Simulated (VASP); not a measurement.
Data:

```
CELL_PARAMETERS angstrom
      0.00000     3.30348     3.30348
      3.30348     0.00000     3.30348
      3.30348     3.30348     0.00000
ATOMIC_POSITIONS crystal
  Os 0.00108 0.98924 0.99538
  Te 0.25483 0.24499 0.25685
  Te 0.74409 0.76577 0.74778
```

All values below come from PBE GGA, VASP's PBE PAW potentials (set 64) (plane waves; VASP). Run with 300 eV cut-off, 3×3×3 Γ-centred mesh, Fermi-Dirac smearing of 0.050 eV, potentials Os Te.

At this cut-off the stress carries a Pulay error, which pulls relaxed volumes low. Unless said otherwise, spin-orbit coupling is left out, though it shifts the bands of the heavy elements here.

### Question
Estimate the energy per atom (σ→0), pressure, largest force, band gap (on the k-mesh) with the smallest direct gap where there is one.

### Answer

```yaml
band gap (on the k-mesh): none (metal, semimetal or under 0.01 eV)
energy per atom (σ→0): -5.501 eV/atom
pressure: -2.86 GPa
largest_force: 0.358 eV/Å
```

The structure was generated: Te2Os was put into an ordered model structure, which need not be its known phase. The cell was not relaxed at this level, atoms are displaced from their ideal sites. The k-mesh is coarse (spacing up to 0.55 per Å, 2π included), so the numbers may not be converged in it.
